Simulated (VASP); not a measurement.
# Be4TeSe3: relaxation of cell and atoms with PBE

Crystal: Be4TeSe3.

```
Be Te Se
1.0
    -2.60500    2.60500    5.21500
     2.60500   -2.60500    5.21500
     2.60500    2.60500   -5.21500
Be Te Se
4 1 3
Cartesian
  -1.2764 1.2764 6.5709
  1.2764 -1.2764 6.5709
  1.3286 1.3286 -1.3559
  1.2765 1.2764 3.8591
  0.0000 0.0000 0.0000
  2.6050 0.0000 2.6075
  0.0000 2.6050 2.6075
  0.0000 0.0000 5.2150
```

The cell was built by a generator and needn't be a form met in nature.

| Quantity | Value |
| --- | --- |
| Program | VASP 6.6.1 |
| Task | relaxation of cell and atoms |
| Functional | PBE |
| Potentials or basis | VASP PAW PBE potentials, release 64 (Be, Te, Se) |
| Cutoff | 520 eV |
| k mesh | 4 × 4 × 4 |
| Occupations | gaussian, width 0.15 eV |
| Spin | no spin polarisation |
| Further INCAR settings | PREC = Normal; ALGO = Fast; EDIFF = 0.0001; IBRION = 2; EDIFFG = -0.08; NSW = 24; ISIF = 3 |

```yaml
Relaxed_volume: 18.64 Å³/atom
Relaxed_cell: a = 6.492 Å, b = 6.492 Å, c = 6.492 Å, α = 131.77°, β = 131.77°, γ = 70.59°
Space_group_after_relaxing_to_0.05_Å: I-42m (No. 121)
Energy_gained_by_relaxing: 22.4 meV/atom
Ionic_steps: 6
Pressure_after_relaxing: 0.1 GPa
Largest_force_after_relaxing: 0.008 eV/Å
Band_gap_on_the_k_mesh: 2.32 eV, direct
```

Forces in eV/Å, atoms in the order of the input:
```
Be  -0.001  0.001 -0.008
Be   0.001 -0.001 -0.008
Be  -0.001 -0.001  0.008
Be   0.001  0.001  0.008
Te   0.000  0.000  0.000
Se   0.000  0.000  0.000
Se   0.000  0.000  0.000
Se   0.000  0.000  0.000
```

The path:
```csv
step,energy change (eV),largest force (eV/Å),pressure (GPa),volume (Å³)
1,0.0000,0.6453,4.51,141.56
2,-0.1537,0.2555,-0.97,152.01
3,-0.1561,0.2902,-0.62,150.88
4,-0.1561,0.2959,-0.51,150.69
5,-0.1722,0.1668,-0.27,149.98
6,-0.1792,0.0085,0.09,149.09
```

Final structure:
```
CELL_PARAMETERS angstrom
-2.65231 2.65231 5.29830
2.65231 -2.65231 5.29830
2.65231 2.65231 -5.29830
ATOMIC_POSITIONS crystal
Be 0.86670 0.39341 0.00000
Be 0.39341 0.86670 0.00000
Be 0.13330 0.13330 0.52671
Be 0.60659 0.60659 0.47329
Te 0.00000 0.00000 0.00000
Se 0.25000 0.75000 0.50000
Se 0.75000 0.25000 0.50000
Se 0.50000 0.50000 0.00000
```

Levels at points of the mesh, in eV from the valence-band top:
| k point | band 14 | band 15 | band 16 | band 17 | band 18 | band 19 |
| --- | --- | --- | --- | --- | --- | --- |
| (0.00, 0.00, 0.00) | -0.02 | 0.00 | 0.00 | 2.32 | 3.70 | 4.05 |
| (0.50, 0.00, 0.00) | -1.89 | -1.52 | -0.84 | 4.19 | 4.58 | 4.90 |
| (0.50, 0.50, 0.00) | -0.98 | -0.71 | -0.57 | 3.57 | 3.99 | 4.44 |
| (0.50, 0.50, 0.50) | -1.98 | -1.21 | -1.21 | 2.34 | 2.49 | 3.24 |

Wall time 2.3 min on 1 thread of Intel(R) Xeon(R) Platinum 8259CL CPU @ 2.50GHz (Skylake/Cascade Lake), on a shared host, peak memory 0.23 GiB.

Caveat: the k mesh is coarse (spacing up to 0.43 Å⁻¹), so the values aren't converged; spin-orbit coupling is left out, which moves the levels of the heavy elements; the relaxation stopped at a loose force limit of 0.08 eV/Å, so its end isn't a converged minimum. A k mesh can miss the band edges.
